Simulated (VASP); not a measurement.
VASP ran on this input.

**POSCAR**
```
CaSe
1
    0.0000000000     2.8345948043     2.8345948043
    2.8345948043     0.0000000000     2.8345948043
    2.8345948043     2.8345948043     0.0000000000
Ca Se
1 1
Direct
  0.0000000000   0.0000000000   0.0000000000
  0.5000000000   0.5000000000   0.5000000000
```

INCAR:
```
! general
SYSTEM =CaSe
PREC   =Accurate
ENCUT  =500
LREAL  =.FALSE.
LASPH  =.TRUE.

! electronic loop
EDIFF  =1E-6
NELM   =100
ALGO   =Normal
LMAXMIX=4

! smearing
ISMEAR =0
SIGMA  =0.05

! functional
GGA    =PE

! ions
IBRION =2
NSW    =40
ISIF   =3
EDIFFG =-0.02
PSTRESS=200

! output
LWAVE  =.FALSE.
LCHARG =.FALSE.
```

KPOINTS:
```
kpoints
0
Gamma
  8 8 8
0 0 0
```

POTCAR, in this order: Ca_sv Se (PBE.64 set). Program: vasp_std.

Translate this PBE calculation to Quantum ESPRESSO's pw.x.

One equivalent input (not run):
```
&CONTROL
  calculation = 'vc-relax'
  pseudo_dir = './pseudo'
  outdir = './out'
  tprnfor = .true.
  tstress = .true.
  nstep = 40
  forc_conv_thr = 0.00078
/
&SYSTEM
  ibrav = 0
  nat = 2
  ntyp = 2
  ecutwfc = 86
  occupations = 'smearing'
  smearing = 'gaussian'
  degauss = 0.003675
  input_dft = 'pbe'
/
&ELECTRONS
  conv_thr = 7.3e-08
  electron_maxstep = 100
/
&IONS
/
&CELL
  press = 200
/
ATOMIC_SPECIES
  Ca 40.078 Ca.upf
  Se 78.971 Se.upf
CELL_PARAMETERS angstrom
     0.0000000    2.8345948    2.8345948
     2.8345948    0.0000000    2.8345948
     2.8345948    2.8345948    0.0000000
ATOMIC_POSITIONS crystal
  Ca   0.0000000  0.0000000  0.0000000
  Se   0.5000000  0.5000000  0.5000000
K_POINTS automatic
  8 8 8 0 0 0
```
The two are equivalent in intent, not identical: the potentials are each code's own (VASP's PAW set, PseudoDojo norm-conserving files in pw.x), so ENCUT and ecutwfc are chosen apart and not converted; conv_thr bounds pw.x's estimated SCF error, while EDIFF bounds the energy change between steps; forc_conv_thr acts on force components and is met together with etot_conv_thr.

The compound is CaSe in the rock salt structure. This run relaxes it under an external pressure of 20 GPa. Symmetry was kept, so distortions that lower it aren't found.
